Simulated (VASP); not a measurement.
Write the native input for VASP 6.6.1 that does the following.

```
Task                   : relaxation of cell and atoms
Functional             : PBE
Potentials or basis    : VASP PAW PBE potentials, release 64 (Ca_sv, Fe, O)
Cutoff                 : 520 eV
k mesh                 : 4 × 4 × 4
Occupations            : gaussian, width 0.15 eV
Spin                   : collinear spin, ferromagnetic start
Starting moments       : [0.0, 0.0, 3.0, 0.0, 0.0, 0.0] μB
Further INCAR settings : PREC = Normal; ALGO = Fast; EDIFF = 0.0001; IBRION = 2; EDIFFG = -0.08; NSW = 24; ISIF = 3
```

The structure of Ca2FeO3 lies in POSCAR:

```
Ca2FeO3
1.0
    2.4983132500      1.4424018300      3.9501537100
   -2.4983132500      1.4424018300      3.9501537100
    0.0000000000     -2.8848036600      3.9501537100
Ca Fe O
2 1 3
Direct
    0.6254743900      0.6254743900      0.6254743900
    0.3745256100      0.3745256100      0.3745256100
    0.0000000000      0.0000000000      0.0000000000
    0.0000000000      0.5000000000      0.0000000000
    0.5000000000      0.0000000000      0.0000000000
    0.0000000000      0.0000000000      0.5000000000
```

The cell was built by a generator and needn't be a form met in nature.

One way to write it, as run:

INCAR

```
ALGO     = Fast           # electronic algorithm
EDIFF    = 1E-4           # SCF threshold, eV
EDIFFG   = -0.08          # ionic threshold
ENCUT    = 520            # plane-wave cutoff, eV
GGA      = PE             # functional
IBRION   = 2              # ionic algorithm
ISIF     = 3              # what is computed and relaxed
ISMEAR   = 0              # smearing method
ISPIN    = 2              # spin polarisation
LASPH    = True           # aspherical terms in the spheres
LCHARG   = False          # write CHGCAR
LMAXMIX  = 4              # l up to which the mixer works
LORBIT   = 11             # projections on sites
LREAL    = False          # projectors in reciprocal space
LWAVE    = False          # write WAVECAR
MAGMOM   = 0 0 3 0 0 0    # initial moments
NELM     = 60             # most SCF steps
NSW      = 24             # ionic steps
PREC     = Normal         # precision mode
SIGMA    = 0.15           # smearing width, eV
```

KPOINTS

```
k-points
0
Gamma
  4 4 4
```

Potentials or basis: VASP PAW PBE potentials, release 64 (Ca_sv, Fe, O).

Run with:

```console
$ cat potpaw_PBE.64/Ca_sv/POTCAR potpaw_PBE.64/Fe/POTCAR potpaw_PBE.64/O/POTCAR > POTCAR
$ mpirun -np 1 vasp_std > vasp.out
```

Results of the run:

- Relaxed volume: 13.67 Å³/atom
- Relaxed cell: a = 4.391 Å, b = 4.391 Å, c = 4.391 Å, α = 81.34°, β = 81.34°, γ = 81.34°
- Space group after relaxing (to 0.05 Å): R-3m (No. 166)
- Energy gained by relaxing: 1200.6 meV/atom
- Ionic steps: 14
- Pressure after relaxing: 0.4 GPa
- Band gap on the k mesh: none (metal or under the smearing width)
- Net moment: -3.96 μB per cell
- Site moments: Ca +0.01; Fe -3.56; O -0.11 μB
- Valence electrons inside the program's atomic spheres: Ca 8.32; Fe 6.67; O 5.00

Caveat: the k mesh is coarse (spacing up to 0.39 Å⁻¹), so the values aren't converged; a cell with one magnetic atom can't hold antiferromagnetic order, which such compounds often take; semilocal functionals often make such compounds metallic where correlation or magnetic order opens a gap, which also shifts bond lengths.

It took 13 min on 1 thread of Intel(R) Xeon(R) Platinum 8488C (Sapphire Rapids), with other jobs on the host, peak memory 0.23 GiB.
